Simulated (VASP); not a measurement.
The system is GeH4, in a box.

```
CELL_PARAMETERS angstrom
12.80089 0.00000 0.00000
0.00000 13.30089 0.00000
0.00000 0.00000 13.80089
ATOMIC_POSITIONS crystal
Ge 0.50000 0.50376 0.50000
H 0.40086 0.46650 0.44902
H 0.47707 0.52022 0.60789
H 0.58679 0.42515 0.48887
H 0.53527 0.60316 0.45422
```

Base run:

```yaml
Program: VASP 6.6.1
Functional: PBE
Dispersion: D3(BJ)
Potentials_or_basis: VASP PAW PBE potentials, release 64 (Ge_d, H)
Cutoff: 520 eV
k_mesh: 1 × 1 × 1
Occupations: gaussian, width 0.01 eV
Spin: no spin polarisation
```

Its results: gap between the frontier levels 7.50 eV; largest force 0.008 eV/Å.

Task: After a change of settings the same cell gave: gap between the frontier levels 7.44 eV; largest force 0.042 eV/Å. Which change was it?
A. functional from PBE to RPBE; cutoff from 520 eV to 400 eV
B. functional from PBE to optB86b-vdW; dispersion from D3(BJ) to none; cutoff from 520 eV to 400 eV
C. functional from PBE to HSE06; cutoff from 520 eV to 400 eV; further incar settings from ALGO = Normal; EDIFF = 1e-06; ISYM = 0 to ALGO = Damped; EDIFF = 1e-06; ISYM = 0

Result: A.

Caveats: the PAW data sets were made with another functional, which shifts forces and pressure a little (some runs).
